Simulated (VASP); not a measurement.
Input:

```
Ni
1.0
    0.00000     1.71096     1.71096
    1.71096     0.00000     1.71096
    1.71096     1.71096     0.00000
Ni
1
Cartesian
  0.00000   0.00000   0.00000
```
Starting moments (μB, in the order of the record's atoms Ni): 0.6.

These are PBE GGA, VASP's PBE PAW potentials (set 64) (plane waves; VASP 6.6.1) values and carry that method's errors. Run with 500 eV cut-off, 18×18×18 Γ-centred mesh, first-order Methfessel-Paxton smearing of 0.10 eV, potentials Ni.

Energy and stress use the plane-wave basis of the starting cell.

Task: The ions, cell shape and volume at an external pressure of 30.0 GPa are relaxed. Predict the relaxed structure.

Result: 
```
Ni
1.0
    0.00000     1.69282     1.69282
    1.69282     0.00000     1.69282
    1.69282     1.69282     0.00000
Ni
1
Direct
  0.00000   0.00000   0.00000
```
Space group Fm-3m (225), at a tolerance of 0.03 Å. The cell ends with 0.60 μB, on the sites 0.60 μB.

Task: How do energy and volume change from the first to the last step?

Result: The energy (σ→0) changes by +48.5 meV/atom and the volume by -3.1 %, in 3 ionic steps.

The compound is Ni in the fcc structure. This run relaxes it under an external pressure of 30 GPa. Symmetry was kept, so distortions that lower it aren't found.
